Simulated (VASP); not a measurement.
# Ta2SiO3 in VASP: further runs, part 2 of 2

VASP 6.6.1. Earlier steps stand in the parts before.

**3. Relaxation of cell and atoms, PBE**

This run uses another cell than the first one, of 12.79 Å³/atom, 0.918 times its volume.

INCAR reads:

```
  PREC = Normal
  ENCUT = 520
  EDIFF = 1E-4
  ISMEAR = 0
  SIGMA = 0.15
  LREAL = False
  LASPH = True
  NELM = 60
  ALGO = Fast
  ISIF = 3
  LWAVE = False
  LCHARG = False
  GGA = PE
  IBRION = 2
  NSW = 24
  EDIFFG = -0.08
  KPAR = 2
```

KPOINTS reads:

```
Automatic mesh
0
Gamma
  4 4 2
```

POSCAR reads:

```
Ta2SiO3
1.0
    3.2662524400      0.0000000000      0.0000000000
    0.0000000000      3.2662524400      0.0000000000
    0.0000000000      0.0000000000      7.1958607900
Ta Si O
2 1 3
Direct
    0.0000000000      0.5000000000      0.7315000300
    0.5000000000      0.0000000000      0.2684999700
    0.0000000000      0.0000000000      0.0000000000
    0.0000000000      0.5000000000      0.3835000100
    0.5000000000      0.0000000000      0.6164999900
    0.5000000000      0.5000000000      0.0000000000
```

Potentials or basis: VASP PAW PBE potentials, release 64 (Ta_pv, Si, O).

On the command line:

```sh
$ cat potpaw_PBE.64/Ta_pv/POTCAR potpaw_PBE.64/Si/POTCAR potpaw_PBE.64/O/POTCAR > POTCAR
$ mpirun -np 2 vasp_std > vasp.out
```

OUTCAR:

```text
PREC = Normal
   ENCUT = 520
   EDIFF = 1E-4
   ISMEAR = 0
   LREAL = False
   LASPH = True
   NELM = 60
   ISIF = 3
   GGA = PE
   IBRION = 2
   NSW = 24
   EDIFFG = -0.08

 ion  position               nearest neighbor table
   1  0.000  0.500  0.732-   5 2.45   5 2.45   5 2.45   5 2.45   4 2.50   3 2.53   6 2.53   6 2.53
                             3 2.53
   2  0.500  0.000  0.268-   4 2.45   4 2.45   4 2.45   4 2.45   5 2.50   6 2.53   3 2.53   6 2.53
                             3 2.53
   3  0.000  0.000  0.000-   6 2.31   6 2.31   6 2.31   6 2.31   2 2.53   2 2.53   1 2.53   1 2.53

   4  0.000  0.500  0.384-   2 2.45   2 2.45   2 2.45   2 2.45   1 2.50
   5  0.500  0.000  0.616-   1 2.45   1 2.45   1 2.45   1 2.45   2 2.50
   6  0.500  0.500  0.000-   3 2.31   3 2.31   3 2.31   3 2.31   2 2.53   1 2.53   1 2.53   2 2.53

  LATTYP: Found a simple tetragonal cell.
 ALAT       =     3.2662524400
 C/A-ratio  =     2.2030938888

  Lattice vectors:

 A1 = (   3.2662524400,   0.0000000000,   0.0000000000)
 A2 = (   0.0000000000,   3.2662524400,   0.0000000000)
 A3 = (   0.0000000000,   0.0000000000,   7.1958607900)

Analysis of symmetry for initial positions (statically):
=====================================================================
 Subroutine PRICEL returns:
 Original cell was already a primitive cell.

 Routine SETGRP: Setting up the symmetry group for a
 simple tetragonal supercell.

 Subroutine GETGRP returns: Found  8 space group operations
 (whereof  8 operations were pure point group operations)
 out of a pool of 16 trial point group operations.

The static configuration has the point symmetry D_2d.

Analysis of symmetry for dynamics (positions and initial velocities):
=====================================================================
 Subroutine PRICEL returns:
 Original cell was already a primitive cell.

 Routine SETGRP: Setting up the symmetry group for a
 simple tetragonal supercell.

 Subroutine GETGRP returns: Found  8 space group operations
 (whereof  8 operations were pure point group operations)
 out of a pool of 16 trial point group operations.

The dynamic configuration has the point symmetry D_2d.
[... 120 lines left out ...]
   LHFCALC =     F    Hartree Fock is set to
   AEXX    =    0.0000 exact exchange contribution
   IVDW    =     0    specifies the selected vdW correction
   LEPSILON=     F    determine dielectric tensor
   LRPA    =     F    only Hartree local field effects (RPA)
 conjugate gradient relaxation of ions
 non-spin polarized calculation
 RMM-DIIS sequential band-by-band and
 Gauss-broadening in eV      SIGMA  =   0.15
  energy-cutoff  :      520.00
  volume of cell :       76.77
 maximum number of plane-waves:      2088
   NGX = 13   NGY = 13   NGZ = 27

--------------------------------------- Ionic step        1  -------------------------------------------

 number of electron      43.9999972 magnetization

 Free energy of the ion-electron system (eV)
  ---------------------------------------------------
  ext. energy  EPLUGINS =         0.00000000
  ---------------------------------------------------
  free energy    TOTEN  =       -48.50815345 eV

  energy without entropy =      -48.44326790  energy(sigma->0) =      -48.47571067

------------------------ aborting loop because EDIFF is reached ----------------------------------------

  FORCE on cell =-STRESS in cart. coord.  units (eV):
  Direction    XX          YY          ZZ          XY          YZ          ZX
  --------------------------------------------------------------------------------------
  -------------------------------------------------------------------------------------
  Total       -7.8899341     -7.8899341     -5.3216243      0.0000000     -0.0000000      0.0000000
  in kB     -164.6651563   -164.6651563   -111.0638050      0.0000000     -0.0000000      0.0000000
  external PRESSURE =    -146.7980392 kB  Pullay stress =       0.0000000 kB
[... 101 lines left out ...]
  FREE ENERGIE OF THE ION-ELECTRON SYSTEM (eV)
  ---------------------------------------------------
  free  energy   TOTEN  =       -49.3434858768 eV

  energy  without entropy=      -49.2843237733  energy(sigma->0) =      -49.31390483

[... ionic steps 4 to 11 ...]

--------------------------------------- Ionic step       12  -------------------------------------------

 number of electron      43.9999980 magnetization

------------------------ aborting loop because EDIFF is reached ----------------------------------------
[... 75 lines left out ...]
--------------------------------------- Ionic step       14  -------------------------------------------

 number of electron      44.0000019 magnetization

 Free energy of the ion-electron system (eV)
  ---------------------------------------------------
  ext. energy  EPLUGINS =         0.00000000
  ---------------------------------------------------
  free energy    TOTEN  =       -50.05878475 eV

  energy without entropy =      -49.99245952  energy(sigma->0) =      -50.02562214

 E-fermi :   8.6611     XC(G=0): -12.4013

 val. band max:        8.6592678448   @ k =   0.0000   0.0000   0.0000
 cond. band min:       8.6953713044   @ k =   0.5000   0.0000   0.5000
 fundamental gap:      0.0361034596
 Fermi energy:         8.6611226431

 k-point     1 :       0.0000    0.0000    0.0000
  band No.  band energies     occupation
      1     -27.5366      2.00000
      2     -27.4253      2.00000
      3     -27.1331      2.00000
      4     -27.1331      2.00000
      5     -27.0477      2.00000
      6     -27.0477      2.00000
[... 370 lines left out ...]
  FREE ENERGIE OF THE ION-ELECTRON SYSTEM (eV)
  ---------------------------------------------------
  free  energy   TOTEN  =       -50.0587847509 eV

  energy  without entropy=      -49.9924595225  energy(sigma->0) =      -50.02562214

 reached required accuracy - stopping structural energy minimisation
```

OSZICAR:

```text
N       E                     dE             d eps       ncg     rms          rms(c)
DAV:   1     0.378122806322E+03    0.37812E+03   -0.24420E+04   632   0.167E+03
DAV:   2    -0.287468324650E+02   -0.40687E+03   -0.40059E+03   734   0.446E+02
DAV:   3    -0.553157230696E+02   -0.26569E+02   -0.26169E+02   808   0.105E+02
[... 159 lines left out ...]
DAV:   1    -0.500690601672E+02   -0.15950E-01   -0.15078E+00   628   0.955E+00    0.750E-01
RMM:   2    -0.500601194998E+02    0.89407E-02   -0.77631E-02   679   0.213E+00    0.336E-01
RMM:   3    -0.500585799764E+02    0.15395E-02   -0.22299E-02   681   0.961E-01    0.120E-01
RMM:   4    -0.500587438957E+02   -0.16392E-03   -0.45063E-03   745   0.360E-01    0.561E-02
RMM:   5    -0.500587847509E+02   -0.40855E-04   -0.84657E-04   477   0.151E-01
  14 F= -.50058785E+02 E0= -.50025622E+02  d E =-.566002E-02
```

Run time: 71 s. Hardware: 2 MPI ranks of Intel Xeon Platinum 8488C (Sapphire Rapids), shared host; peak memory 0.14 GiB.

Results:

| Item | Value |
| --- | --- |
| Free energy | -50.0588 eV |
| Relaxed volume | 11.35 Å³/atom |
| Relaxed cell | a = 2.947 Å, b = 2.947 Å, c = 7.844 Å, α = 90.00°, β = 90.00°, γ = 90.00° |
| Space group after relaxing (to 0.05 Å) | P-4m2 (No. 115) |
| Energy gained by relaxing | 258.4 meV/atom |
| Ionic steps | 14 |
| Pressure after relaxing | 0.3 GPa |
| Largest force after relaxing | 0.057 eV/Å |
| Band gap on the k mesh | none (metal or under the smearing width) |

Forces on the atoms (eV/Å):
```
Ta   0.000  0.000 -0.002
Ta   0.000  0.000  0.002
Si   0.000  0.000  0.000
O    0.000  0.000 -0.057
O    0.000  0.000  0.057
O    0.000  0.000  0.000
```

The path:
```
step  energy change (eV)  largest force (eV/Å)  pressure (GPa)  volume (Å³)
   1              0.0000                2.6660          -14.68        76.77
   2             -0.7672                1.7937           16.65        64.46
   3             -0.8353                2.1555            7.84        66.85
   4             -1.2014                0.4614            3.76        67.54
   5             -1.2049                0.4416            3.55        67.63
   6             -1.2501                0.4008           -3.82        70.06
   7             -1.2508                0.4203           -3.22        69.80
   8             -1.3105                0.3511           -3.38        69.76
   9             -1.4953                0.1118           -3.96        69.55
  10             -1.0280                2.1838           -2.70        68.68
  11             -1.5160                0.2993           -4.14        69.46
  12             -1.5205                0.0833            5.59        66.53
  13             -1.5450                0.1675            0.71        67.91
  14             -1.5506                0.0567            0.29        68.12
```

Final structure:
```
Ta Si O
1.0
     2.94682    0.00000    0.00000
     0.00000    2.94682    0.00000
     0.00000    0.00000    7.84437
Ta Si O
2 1 3
Direct
  0.00000 0.50000 0.70219
  0.50000 0.00000 0.29781
  0.00000 0.00000 0.00000
  0.00000 0.50000 0.40078
  0.50000 0.00000 0.59922
  0.50000 0.50000 0.00000
```

Caveat: the k mesh is coarse (spacing up to 0.48 Å⁻¹), so the values aren't converged; the relaxation stopped at a loose force limit of 0.08 eV/Å, so its end isn't a converged minimum.
